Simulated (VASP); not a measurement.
# TaGe (relaxed from the NbAs structure, space group I4_1md): computed properties

The numbers are results of PBEsol GGA, VASP's PBE PAW potentials (set 64) (plane waves; VASP), not measurements.

```json
{
  "space_group": "I4_1md (109)",
  "cell": "a = b = 3.4430 Å, c = 11.8012 Å, α = β = γ = 90.00°",
  "volume_per_atom": "17.49 Å³/atom",
  "band gap (over mesh and band path)": "none (metal, semimetal or under 0.01 eV)",
  "density": "12.04 g/cm³"
}
```

```xyz
4
Lattice="-1.7215 1.7215 5.9006 1.7215 -1.7215 5.9006 1.7215 1.7215 -5.9006" Properties=species:S:1:pos:R:3 pbc="T T T"
Ta     0.0000     0.0000     8.8575
Ta     0.0000     1.7215     0.0067
Ge     0.0000     0.0000     1.9523
Ge     0.0000     1.7215     4.9026
```

Unless said otherwise, spin-orbit coupling is left out, though it shifts the bands of the heavy elements here.

The structure was generated: TaGe was put into the NbAs type (I4_1md), which need not be its known phase. It was relaxed first. Symmetry was kept, so distortions that lower it aren't found.
